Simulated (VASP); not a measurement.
# AlV2C: structure and properties in VASP, part 2 of 6

What structure does AlV2C take at this level, and what are its properties? The start is a computed cell from the Materials Project.

VASP 6.6.1; PBE with D2, spin-polarised from an antiferromagnetic start; plane waves and PAW (V_sv, Al, C).

Still holding for the runs below: The k-mesh is coarse for a metal.

So far. Step 2 (Relaxing cell and atoms (PBE + D2)): It ends with a largest force of 0.004 eV/Å and a pressure of 0.05 GPa.

### Step 3. Density, ELF and potential (PBE + D2)

A single point on the relaxed cell gives a clean self-consistent state, with density, ELF and potential written out.

Input file INCAR:

```
SYSTEM = AlV2C
PREC = Accurate
ENCUT = 520
EDIFF = 1E-06
NELM = 100
ISMEAR = -1
SIGMA = 0.05
LREAL = .FALSE.
ALGO = Normal
GGA = PE
IVDW = 10
NBANDS = 45
ISPIN = 2
MAGMOM = 2 -2 2 -2 0 0 0 0
LMAXMIX = 4
LORBIT = 11
LWAVE = .FALSE.
LCHARG = .TRUE.
ISIF = 2
LELF = .TRUE.
LVHAR = .TRUE.
```

Input file POSCAR:

```
AlV2C
1.0
    2.9026727934      0.0000000000      0.0000000000
   -1.4513363967      2.5137883779      0.0000000000
    0.0000000000      0.0000000000     12.9904005384
V Al C
4 2 2
Direct
    0.3333333333      0.6666666667      0.9143115724
    0.6666666667      0.3333333333      0.0856884276
    0.6666666667      0.3333333333      0.4143115724
    0.3333333333      0.6666666667      0.5856884276
    0.6666666667      0.3333333333      0.7500000000
    0.3333333333      0.6666666667      0.2500000000
    0.0000000000      0.0000000000      0.5000000000
    0.0000000000      0.0000000000      0.0000000000
```

Input file KPOINTS:

```
Automatic mesh
0
Gamma
9 9 2
0 0 0
```

The projector-augmented-wave data sets are V_sv, Al and C (PBE family, release 64).

Launch:

```console
> mpirun -np 4 vasp_std
```

Log:

```text
[banner, memory and clock lines left out]
running    4 mpi-ranks, on    1 nodes
 distrk:  each k-point on    4 cores,    1 groups
 distr:  one band on    1 cores,    4 groups

 POSCAR found type information on POSCAR V AlC
 POSCAR found :  3 types and       8 ions
 LDA part: xc-table for (Slater+PW92), standard interpolation
|                                                                             |
|           W    W    AA    RRRRR   N    N  II  N    N   GGGG   !!!           |
|           W    W   A  A   R    R  NN   N  II  NN   N  G    G  !!!           |
|           W    W  A    A  R    R  N N  N  II  N N  N  G       !!!           |
|           W WW W  AAAAAA  RRRRR   N  N N  II  N  N N  G  GGG   !            |
|           WW  WW  A    A  R   R   N   NN  II  N   NN  G    G                |
|           W    W  A    A  R    R  N    N  II  N    N   GGGG   !!!           |
|                                                                             |
|     The number of bands has been changed from the values supplied in        |
|     The orbitals not found in the WAVECAR file will be initialized with     |
|     random numbers, which is usually adequate. For correlated               |
|     calculations, however, you should redo the groundstate calculation.     |
|     I found NBANDS = 45. Now, NBANDS = 48.                                  |
|                                                                             |

 POSCAR, INCAR and KPOINTS ok, starting setup
 FFT: planning ... GRIDC
 FFT: planning ... GRID_SOFT
 FFT: planning ... GRID
 WAVECAR not read
 entering main loop
       N       E                     dE             d eps       ncg     rms          rms(c)
DAV:   1     0.891320285414E+03    0.89132E+03   -0.36962E+04  4648   0.148E+03
DAV:   2    -0.206675638279E+02   -0.91199E+03   -0.87789E+03  4688   0.493E+02
DAV:   3    -0.788711682635E+02   -0.58204E+02   -0.56395E+02  5744   0.130E+02
DAV:   4    -0.804942408325E+02   -0.16231E+01   -0.16134E+01  5640   0.200E+01
DAV:   5    -0.805184429714E+02   -0.24202E-01   -0.24196E-01  5376   0.278E+00    0.588E+01
DAV:   6    -0.675815173248E+02    0.12937E+02   -0.11621E+02  5912   0.665E+01    0.154E+01
DAV:   7    -0.665060092935E+02    0.10755E+01   -0.28315E+01  5464   0.359E+01    0.157E+01
DAV:   8    -0.662025905103E+02    0.30342E+00   -0.22849E+00  5464   0.837E+00    0.620E+00
DAV:   9    -0.661280933754E+02    0.74497E-01   -0.54869E-01  5944   0.464E+00    0.921E-01
DAV:  10    -0.661293841203E+02   -0.12907E-02   -0.37336E-02  4968   0.119E+00    0.391E-01
DAV:  11    -0.661293239619E+02    0.60158E-04   -0.12598E-02  6064   0.695E-01    0.246E-01
DAV:  12    -0.661289077554E+02    0.41621E-03   -0.16331E-03  5712   0.272E-01    0.103E-01
DAV:  13    -0.661289096426E+02   -0.18872E-05   -0.26756E-04  5320   0.670E-02    0.439E-02
DAV:  14    -0.661289135276E+02   -0.38850E-05   -0.21967E-05  5384   0.240E-02    0.163E-02
DAV:  15    -0.661289121351E+02    0.13924E-05   -0.51891E-06  4312   0.105E-02    0.636E-03
DAV:  16    -0.661289106077E+02    0.15274E-05   -0.11702E-06  3152   0.610E-03    0.178E-03
DAV:  17    -0.661289106634E+02   -0.55687E-07   -0.17184E-07  2856   0.280E-03
   1 F= -.68714458E+02 E0= -.68700767E+02  d E =-.273815E-01  mag=    -0.0000
```

The job ended after 38 s (4 MPI ranks of Intel Xeon 6975P-C (Granite Rapids), shared host; peak memory 0.76 GiB).

OUTCAR, selected parts (step 3):

```text
  LATTYP: Found a hexagonal cell.
 ALAT       =     2.9026727934
 C/A-ratio  =     4.4753237664

 Found     24 irreducible k-points:

   k-points           NKPTS =     24   k-points in BZ     NKDIM =     24   number of bands    NBANDS=     48

   ENCUT  =  520.0 eV  38.22 Ry    6.18 a.u.   5.40  5.40 24.15*2*pi/ulx,y,z

   NELECT =      66.0000    total number of electrons

 E-fermi :   9.6056

 spin component 1
 k-point     1 :       0.0000    0.0000    0.0000
  band No.  band energies     occupation
    ...
     30       9.0527      0.99998
     31       9.3230      0.99651
     32       9.3230      0.99651
     33       9.3410      0.99500
     34       9.3410      0.99500
     35      10.1757      0.00001
     36      10.1757      0.00001
     37      10.2160      0.00000
     38      10.2160      0.00000
     39      10.9841      0.00000
    ...

 k-point     2 :       0.1111    0.0000    0.0000
  band No.  band energies     occupation
    ...
     30       9.0052      0.99999
     31       9.0192      0.99999
     32       9.1938      0.99974
     33       9.4851      0.91769
     34       9.5103      0.87072
     35       9.8032      0.01887
     36      10.1135      0.00004
     37      10.1182      0.00004
     38      10.1636      0.00001
     39      11.0571      0.00000
    ...

 k-point     3 :       0.2222    0.0000    0.0000
  band No.  band energies     occupation
    ...
     29       8.1938      1.00000
     30       8.3008      1.00000
     31       8.7642      1.00000
     32       9.1803      0.99980
     33       9.5800      0.62537
     34       9.8181      0.01408
     35       9.8783      0.00426
     36      10.0950      0.00006
     37      10.3638      0.00000
     38      10.3964      0.00000
    ...

 k-point     4 :       0.3333    0.0000    0.0000
  band No.  band energies     occupation
    ...
     28       7.5267      1.00000
     29       7.6771      1.00000
     30       7.9037      1.00000
     31       8.3094      1.00000
     32       8.4464      1.00000
     33      10.1176      0.00004
     34      10.2515      0.00000
     35      10.2789      0.00000
     36      10.3499      0.00000
     37      11.0222      0.00000
    ...

  Edisp (eV):   -2.58555

  Total       0.01811     0.01811    -0.03066    -0.00000    -0.00000     0.00000
  in kB       0.30610     0.30610    -0.51828    -0.00000    -0.00000     0.00000
  external pressure =        0.03 kB  Pullay stress =        0.00 kB

  energy-cutoff  :      520.00
  volume of cell :       94.79
      direct lattice vectors                 reciprocal lattice vectors
     2.902672793  0.000000000  0.000000000     0.344510068  0.198902980  0.000000000
    -1.451336397  2.513788378  0.000000000     0.000000000  0.397805960  0.000000000
     0.000000000  0.000000000 12.990400538     0.000000000  0.000000000  0.076979920

 POSITION                                       TOTAL-FORCE (eV/Angst)
 -----------------------------------------------------------------------------------
     -0.00000      1.67586     11.87727        -0.000000      0.000000     -0.004123
      1.45134      0.83793      1.11313         0.000000      0.000000      0.004123
      1.45134      0.83793      5.38207        -0.000000     -0.000000     -0.004123
     -0.00000      1.67586      7.60833         0.000000     -0.000000      0.004123
      1.45134      0.83793      9.74280        -0.000000     -0.000000      0.000000
     -0.00000      1.67586      3.24760        -0.000000     -0.000000      0.000000
      0.00000      0.00000      6.49520        -0.000000     -0.000000      0.000000
      0.00000      0.00000      0.00000        -0.000000     -0.000000      0.000000
 -----------------------------------------------------------------------------------
    total drift:                                0.000000     -0.000000      0.000000

  FREE ENERGIE OF THE ION-ELECTRON SYSTEM (eV)
  ---------------------------------------------------
  free  energy   TOTEN  =       -68.7144575363 eV

  energy  without entropy=      -68.6870760126  energy(sigma->0) =      -68.70076677

 magnetization (x)
# of ion       s       p       d       tot
------------------------------------------
    1       -0.000  -0.000   0.000   0.000
    2        0.000   0.000  -0.000  -0.000
    3       -0.000  -0.000   0.000   0.000
    4        0.000   0.000  -0.000  -0.000
    5        0.000   0.000   0.000   0.000
    6        0.000   0.000   0.000   0.000
    7        0.000   0.000   0.000   0.000
    8        0.000   0.000   0.000   0.000
--------------------------------------------------
tot          0.000   0.000   0.000   0.000

[... 5 parts as in an earlier step ...]

[... 6 further parts left out ...]
```

With spin, VASP writes an ELF for each channel.

Numbers from this step:

* SCF cycles: 17
* bands: 48
* free energy (TOTEN): -68.7145 eV
* energy at zero smearing: -68.7008 eV
* Fermi energy: 9.606 eV
* pressure: 0.003131 GPa

Valence electrons inside each PAW sphere by angular momentum. Sphere charges, by row:

```csv
atom,s (e),p (e),d (e),tot (e)
V1,2.273,6.288,3.165,11.73
V2,2.273,6.288,3.165,11.73
V3,2.273,6.288,3.165,11.73
V4,2.273,6.288,3.165,11.73
Al5,0.424,0.395,0,0.819
Al6,0.424,0.395,0,0.819
C7,0.907,1.576,0,2.483
C8,0.907,1.576,0,2.483
```

Valence density in the ac plane at fractional y = 0.333, with atoms of V and Al within 0.2 Å of it. It is the smooth field of the valence electrons, not physical close to the nuclei.

Values in e/Å³, 24 rows by 15 columns, each cell a mean:
```
 0  1  1  1  1  0  0  0  0  0  0  0  0  0  0
 0  1  1  1  1  0  0  0  0  0  0  0  0  0  0
 0  0  1  1  0  0  0  0  0  0  0  0  0  0  0
 0  0  0  0  0  0  0  0  0  0  0  0  0  0  0
 0  0  0  0  0  0  0  0  0  0  0  0  0  0  0
 0  0  0  0  0  0  0  0  0  0  0  0  0  0  0
 0  0  0  0  0  0  0  0  0  0  0  0  0  0  0
 0  0  0  0  0  0  0  0  0  0  0  0  0  0  0
 0  0  0  0  0  0  0  0  0  0  0  0  0  0  0
 0  1  1  1  1  0  0  0  0  0  0  0  0  0  0
 0  1  1  1  1  0  0  0  0  0  0  0  0  0  0
 1  1  1  1  1  1  0  0  0  0  0  0  0  0  0
 0  1  1  1  1  0  1  1  1  2  2  2  1  1  1
 0  0  0  0  0  0  1  3  7 11 12 11  7  3  1
 0  0  0  0  0  0  1  2  5  8 10  8  5  2  1
 0  0  0  0  0  0  0  0  1  1  1  1  1  0  0
 0  0  0  0  0  0  0  0  0  0  0  0  0  0  0
 0  0  0  0  0  0  0  0  0  0  0  0  0  0  0
 0  0  0  0  0  0  0  0  0  0  0  0  0  0  0
 0  0  0  0  0  0  0  0  0  0  0  0  0  0  0
 0  0  0  0  0  0  0  1  2  3  3  3  2  1  0
 0  0  0  0  0  0  1  3  8 11 13 11  8  3  1
 0  0  0  0  0  0  1  2  5  7  8  7  5  2  1
 1  1  1  1  1  1  0  0  1  1  1  1  1  0  0
```
Columns run along a (2.9 Å), rows up along c (13.0 Å). Atoms in or near the plane, at fractional coordinates: V at (0.67, 0.09), V at (0.67, 0.41), Al at (0.67, 0.75).

ELF of up spins in the ac plane at fractional y = 0.333, with atoms of V and Al within 0.2 Å of it. It is the smooth field of the valence electrons, not physical close to the nuclei.

Ten even steps from '0' (0.05) to '9' (0.78), each cell a mean:
```
555555433222334
112211112333211
111111134666431
321123578999875
665567777777777
666666520000025
666666642111246
644446789999987
211112357898753
112211123555321
222222222232222
677776532111235
578875223444322
124421378878873
123321268888862
356653212333212
677776655444556
654456788888887
665566777777777
677776533222335
235532124555421
113311378878873
246642257777752
689986421222124
```
Columns run along a (2.9 Å), rows up along c (13.0 Å). Atoms in or near the plane, at fractional coordinates: V at (0.67, 0.09), V at (0.67, 0.41), Al at (0.67, 0.75).

Electrostatic potential energy in the ac plane at fractional y = 0.333, with atoms of V and Al within 0.2 Å of it. With pseudopotentials it is smooth inside the atoms' cores, unlike the true potential.

Ten even steps from '0' (-64 eV) to '9' (1 eV), each cell a mean:
```
988889999999999
876678999999999
877788999999999
999999999999999
999999886555688
899998730000037
899998752101257
999999998878899
998899999999999
876678999999999
887788999999999
998899999999999
999999876555678
899998631000136
899998642111246
999999987666789
999999999999999
888888999999999
888888999999999
999999999999999
999999875444578
899998531000135
899998642111246
999999988777889
```
Columns run along a (2.9 Å; values clipped at the 3rd and 97th percentile), rows up along c (13.0 Å). Atoms in or near the plane, at fractional coordinates: V at (0.67, 0.09), V at (0.67, 0.41), Al at (0.67, 0.75).

In this run the pressure is 0.00 GPa, small enough to go on.

(Part 2 of 6 ends here.)

[Lines on the potential files, build, host, timing and source positions are cut from VASP's logs without a mark.]

[Logs are printed without paths, hosts, clocks, repeated set-up lines and the standing remarks that a program may print on its own settings, such as how far it seeks lower states.]

[Hosts, paths, dates, database ids (printed as entryN), source tags and the programs' standing remarks are cut or masked in the printed files.]

[A measured line is paired with the nearest computed mode of its activity, which favours agreement.]
